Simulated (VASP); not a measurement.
Set up this calculation in VASP 6.6.1, as the native input.

```yaml
Task: relaxation of cell and atoms
Functional: PBE
Potentials_or_basis: VASP PAW PBE potentials, release 64 (Ga_d, Ge_d, O)
Cutoff: 520 eV
k_mesh: 4 × 4 × 4
Occupations: gaussian, width 0.03 eV
Spin: no spin polarisation
Further_INCAR_settings: ALGO = Normal; EDIFF = 1e-06; IBRION = 2; EDIFFG = -0.01; NSW = 90; ISIF = 3
```

The structure of Ga2Ge2O3 lies in POSCAR:

```
Ga2Ge2O3
1.0
   -4.0490000000      4.0490000000      4.0490000000
    4.0490000000     -4.0490000000      4.0490000000
    4.0490000000      4.0490000000     -4.0490000000
Ga Ge O
4 4 6
Direct
    0.5000000000      0.0000000000      0.0570922900
    0.0570922900      0.5000000000      0.0000000000
    0.0000000000      0.0570922900      0.5000000000
    0.4429077100      0.4429077100      0.4429077100
    0.0212398100      0.0212398100      0.0212398100
    0.0000000000      0.4787601900      0.5000000000
    0.5000000000      0.0000000000      0.4787601900
    0.4787601900      0.5000000000      0.0000000000
    0.2876636200      0.0376636200      0.2500000000
    0.2123363800      0.4623363800      0.7500000000
    0.7500000000      0.2123363800      0.4623363800
    0.2500000000      0.2876636200      0.0376636200
    0.4623363800      0.7500000000      0.2123363800
    0.0376636200      0.2500000000      0.2876636200
```

The cell was built by a generator and needn't be a form met in nature.

The input as run:

INCAR

```
SYSTEM = Ga2Ge2O3
ALGO = Normal
EDIFF = 1E-6
EDIFFG = -0.01
ENCUT = 520
GGA = PE
IBRION = 2
ISIF = 3
ISMEAR = 0
KPAR = 4
LASPH = .TRUE.
LCHARG = .FALSE.
LREAL = .FALSE.
LWAVE = .FALSE.
NELM = 120
NSW = 90
PREC = Accurate
SIGMA = 0.03
```

KPOINTS

```
k-points
0
G
  4 4 4
  0 0 0
```

Potentials or basis: VASP PAW PBE potentials, release 64 (Ga_d, Ge_d, O).

Command:

```sh
$ cat potpaw_PBE.64/Ga_d/POTCAR potpaw_PBE.64/Ge_d/POTCAR potpaw_PBE.64/O/POTCAR > POTCAR
$ mpirun -np 4 vasp_std > vasp.out
```

It gave:

| Item | Value |
| --- | --- |
| Relaxed volume | 22.46 Å³/atom |
| Relaxed cell | a = 7.419 Å, b = 7.419 Å, c = 7.419 Å, α = 109.47°, β = 109.47°, γ = 109.47° |
| Space group after relaxing (to 0.05 Å) | I2_13 (No. 199) |
| Energy gained by relaxing | 78.5 meV/atom |
| Ionic steps | 37 |
| Pressure after relaxing | 0.0 GPa |
| Largest force after relaxing | 0.007 eV/Å |
| Band gap on the k mesh | 1.69 eV, indirect (least direct gap 2.13 eV) |

Caveat: the volume moved by over 15 % at a fixed basis, so the end points are rough.

Wall time 21 min on 4 MPI ranks on AMD EPYC 9R45 (Zen 5), with other jobs on the host, peak memory 0.51 GiB a rank.
